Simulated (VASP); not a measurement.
Here is the system:

```
TiSb
1.0
    4.67071     0.00000     0.00000
    0.00000     4.67071     0.00000
    0.00000     0.00000    16.78737
Ti Sb
2 2
Direct
  0.50000   0.00000   0.58302
  0.00000   0.50000   0.41698
  0.00000   0.00000   0.50000
  0.50000   0.50000   0.50000
```

All values below come from PBE GGA, VASP's PBE PAW potentials (set 64) (plane waves; VASP). Run with 300 eV cut-off, 3×3×1 Γ-centred mesh, Fermi-Dirac smearing of 0.14 eV, potentials Ti_sv Sb.

The cell holds a wide vacuum, so values per volume refer to the whole cell.

Task: Give the energies of bands 11 to 20 at the high-symmetry points, in eV from the Fermi level.

Result: 
```
band      Γ      X      M
----  -----  -----  -----
11    -4.28  -2.86  -5.22
12    -3.99  -2.86  -5.22
13    -3.99  -2.64  -1.85
14    -2.15  -2.64  -1.85
15    -0.36  -1.87  -0.40
16    -0.36  -1.87  -0.40
17    -0.22  -0.08   0.06
18    -0.18  -0.08   0.06
19     0.06   0.29   0.18
20     0.21   0.29   0.18
```

It has no gap at this level: it comes out as a metal or semimetal.

The cell is a sheet with vacuum, built from a generated structure. VASP warned that the highest band is occupied, so more bands are needed.
